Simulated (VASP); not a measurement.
## Zn: relaxation of shape and atoms at fixed volume with PBE+D3(BJ)

The system is Zn.

```
Zn
1.0
     2.57009    0.00000    0.00000
    -1.28504    2.22576    0.00000
     0.00000    0.00000    4.69573
Zn
2
Direct
  0.33333 0.66667 0.25000
  0.66667 0.33333 0.75000
```

The cell isn't the ideal one: a relaxed cell with its volume scaled by 0.94.

```json
{
  "Program": "VASP 6.6.1",
  "Task": "relaxation of shape and atoms at fixed volume",
  "Functional": "PBE",
  "Dispersion": "D3(BJ)",
  "Potentials or basis": "VASP PAW PBE potentials, release 64 (Zn)",
  "Cutoff": "600 eV",
  "k mesh": "18 × 18 × 8",
  "Occupations": "methfessel-paxton, width 0.1 eV",
  "Spin": "no spin polarisation",
  "Further INCAR settings": "ALGO = Normal; EDIFF = 1e-07; IBRION = 2; EDIFFG = -0.01; NSW = 40; ISIF = 4"
}
```

```json
{"Energy gained by relaxing": "0.8 meV/atom", "Ionic steps": "4", "Pressure after relaxing": "6.1 GPa", "Band gap on the k mesh": "none (metal or under the smearing width)", "Dispersion energy per atom": "-0.457 eV"}
```

The path:
```tsv
step	energy change (eV)	largest force (eV/Å)	pressure (GPa)
1	0.0000	0.0000	6.57
2	-0.0011	0.0000	6.41
3	-0.0014	0.0000	6.35
4	-0.0016	0.0000	6.11
```

Final structure:
```
Zn
1.0
     2.58823    0.00000    0.00000
    -1.29411    2.24147    0.00000
     0.00000    0.00000    4.63013
Zn
2
Cartesian
  0.0000 1.4943 1.1575
  1.2941 0.7472 3.4726
```

Levels at points of the mesh, in eV from the Fermi level:
```
           k point  band 10  band 11  band 12  band 13  band 14  band 15
(0.00, 0.00, 0.00)    -7.41    -7.41    -4.21    -2.58    16.06    18.19
(0.50, 0.00, 0.00)    -7.21    -3.49    -2.54     3.10     3.57     5.00
(0.00, 0.00, 0.50)    -7.53    -7.53    -7.53     5.67     5.67    19.74
(0.50, 0.00, 0.50)    -7.22    -2.45    -2.45     0.16     0.16    11.44
```

It took 2.3 min on 1 thread of Intel(R) Xeon(R) Platinum 8488C (Sapphire Rapids), on a shared host, peak memory 0.23 GiB.

Caveat: pairwise dispersion overbinds metals, which lowers pressure and volume.
